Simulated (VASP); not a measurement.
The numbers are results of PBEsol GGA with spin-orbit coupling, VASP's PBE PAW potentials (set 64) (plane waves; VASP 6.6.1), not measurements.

The input files of a VASP run:

File POSCAR:
```
LaMgNi4
1
    0.0000000000     3.5366850000     3.5366850000
    3.5366850000     0.0000000000     3.5366850000
    3.5366850000     3.5366850000     0.0000000000
La Mg Ni
1 1 4
Direct
  0.0000000000   0.0000000000   0.0000000000
  0.2500000000   0.2500000000   0.2500000000
  0.6232200000   0.6232200000   0.6232200000
  0.1303400000   0.6232200000   0.6232200000
  0.6232200000   0.6232200000   0.1303400000
  0.6232200000   0.1303400000   0.6232200000
```

### INCAR
```
SYSTEM = LaMgNi4
PREC = Accurate
ENCUT = 300
EDIFF = 1E-6
NELM = 100
ALGO = Normal
LREAL = .FALSE.
LASPH = .TRUE.
ISMEAR = -1
SIGMA = 0.1
GGA = PS
LMAXMIX = 6
LWAVE = .FALSE.
LCHARG = .FALSE.
ISIF = 2
LSORBIT = .TRUE.
LNONCOLLINEAR = .TRUE.
GGA_COMPAT = .FALSE.
LORBIT = 11
```

File KPOINTS:
```
K-points
0
gamma
6 6 6
0 0 0
```

POTCAR, in this order: La Mg Ni (PBE.64 set). Program: vasp_ncl. The INCAR's line for the spin-polarised start is left out here.

At this cut-off the stress carries a Pulay error, which pulls relaxed volumes low. The run has a spin-polarised start.

Problem. Predict the energy per atom (σ→0), pressure, band gap (on the k-mesh).

Solution. 
The energy per atom (σ→0) is -5636 meV/atom and the band gap (on the k-mesh) is none (metal, semimetal or under 0.01 eV). The pressure comes out as -2.33 GPa.

### OSZICAR
```
...
DAV:  14    -0.339021915996E+02   -0.11199E-03   -0.40832E-03 13970   0.497E-01    0.291E-01
DAV:  15    -0.339016019793E+02    0.58962E-03   -0.50933E-03 16104   0.605E-01    0.941E-02
DAV:  16    -0.339015930308E+02    0.89486E-05   -0.93713E-04 15536   0.232E-01    0.260E-02
DAV:  17    -0.339015999610E+02   -0.69302E-05   -0.79626E-05 14256   0.653E-02    0.163E-02
DAV:  18    -0.339015992100E+02    0.75093E-06   -0.45447E-05 16184   0.466E-02    0.786E-03
DAV:  19    -0.339016004609E+02   -0.12509E-05   -0.24230E-05 15848   0.278E-02    0.381E-03
DAV:  20    -0.339016006698E+02   -0.20886E-06   -0.19395E-06  9968   0.882E-03
   1 F= -.33901601E+02 E0= -.33816588E+02  d E =-.170025E+00  mag=    -0.0000    -0.0000    -0.0182
```

The structure comes from a computed database's LaMgNi4 entry; how it stands against other phases isn't given here. The cell was not relaxed at this level. The run is one of a series of settings (GGA_COMPAT = .FALSE., ISPIN removed, LNONCOLLINEAR = .TRUE., LSORBIT = .TRUE., another spin-polarised start, program vasp_ncl against the base run), some of them coarse on purpose.
